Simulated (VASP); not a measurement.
Here is a VASP 6.6.1 calculation.

INCAR

```
SYSTEM = ZrHg3
PREC     = Accurate       ! precision mode
ENCUT    = 520            ! plane-wave cutoff, eV
EDIFF    = 1E-7           ! SCF threshold, eV
ISMEAR   = -1             ! smearing method
SIGMA    = 0.05           ! smearing width, eV
LREAL    = .False.        ! projectors in reciprocal space
LASPH    = .True.         ! aspherical terms in the spheres
NELM     = 100            ! most SCF steps
ALGO     = Fast           ! electronic algorithm
ISIF     = 2              ! what is computed and relaxed
LWAVE    = .False.        ! write WAVECAR
LCHARG   = .True.         ! write CHGCAR
LELF     = .True.         ! ELF
LVHAR    = .True.       
NBANDS   = 32             ! bands
```

KPOINTS

```
regular mesh
0
Gamma
  5 5 5
  0 0 0
```

File POSCAR:

```
ZrHg3
1.0
    4.3652000000      0.0000000000      0.0000000000
    0.0000000000      4.3652000000      0.0000000000
    0.0000000000      0.0000000000      4.3652000000
Zr Hg
1 3
Direct
    0.0000000000      0.0000000000      0.0000000000
    0.0000000000      0.5000000000      0.5000000000
    0.5000000000      0.0000000000      0.5000000000
    0.5000000000      0.5000000000      0.0000000000
```

Potentials or basis: VASP PAW LDA potentials, release 64 (Zr_sv, Hg).

The run is started by

```console
$ cat potpaw_LDA.64/Zr_sv/POTCAR potpaw_LDA.64/Hg/POTCAR > POTCAR
$ mpirun -np 1 vasp_std > vasp.out
```

Q: Predict the band gap on the k mesh.

A: None (metal or under the smearing width).

Q: What does it give for the pressure?

A: -2.6 GPa.

Spin-orbit coupling is left out, which matters for the levels of Hg.
